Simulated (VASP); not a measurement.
OSZICAR of a VASP run on GaN (zinc blende):

File OSZICAR:
```
       N       E                     dE             d eps       ncg     rms          rms(c)
DAV:   1     0.100148696600E+03    0.10015E+03   -0.97093E+03  1270   0.234E+03
DAV:   2    -0.754981094219E+00   -0.10090E+03   -0.95110E+02  1441   0.361E+02
DAV:   3    -0.900140111343E+01   -0.82464E+01   -0.81868E+01  1367   0.928E+01
DAV:   4    -0.916069329940E+01   -0.15929E+00   -0.15919E+00  1538   0.142E+01
DAV:   5    -0.916306052561E+01   -0.23672E-02   -0.23672E-02  1320   0.133E+00    0.880E+00
DAV:   6    -0.668458181018E+01    0.24785E+01   -0.94392E+00  1850   0.509E+01    0.297E+00
DAV:   7    -0.665076877523E+01    0.33813E-01   -0.50352E-01  1293   0.120E+01    0.175E+00
DAV:   8    -0.665142551887E+01   -0.65674E-03   -0.19641E-01  1357   0.611E+00    0.127E+00
DAV:   9    -0.663853444192E+01    0.12891E-01   -0.33644E-02  1704   0.413E+00    0.437E-01
DAV:  10    -0.663912647433E+01   -0.59203E-03   -0.32095E-03  1242   0.590E-01    0.910E-02
DAV:  11    -0.663900535977E+01    0.12111E-03   -0.60384E-04  1831   0.599E-01    0.338E-02
DAV:  12    -0.663900674276E+01   -0.13830E-05   -0.49285E-05  1237   0.806E-02    0.118E-02
DAV:  13    -0.663900861290E+01   -0.18701E-05   -0.10521E-05  1264   0.326E-02    0.263E-02
DAV:  14    -0.663900772286E+01    0.89005E-06   -0.17350E-06  1297   0.144E-02    0.749E-03
DAV:  15    -0.663900775402E+01   -0.31160E-07   -0.25676E-07  1317   0.414E-03
   1 F= -.66390078E+01 E0= -.66390078E+01  d E =-.174533E-17
```

### Question
Which electronic solver shows in the log?

### Answer
It is blocked Davidson (ALGO = Normal, or the opening steps of other solvers). The INCAR had ALGO = Normal.

### Question
Can the final energy be trusted as converged?

### Answer
The run converged. It stopped with EDIFF = 1E-7, NELM = 100 (vdW-DF2, plane waves, VASP's PBE PAW potentials (set 64)).

The compound is GaN in the zinc blende structure, a metastable form; wurtzite is the usual one. This cell is one point of a volume scan, at 1.06 of the reference volume.
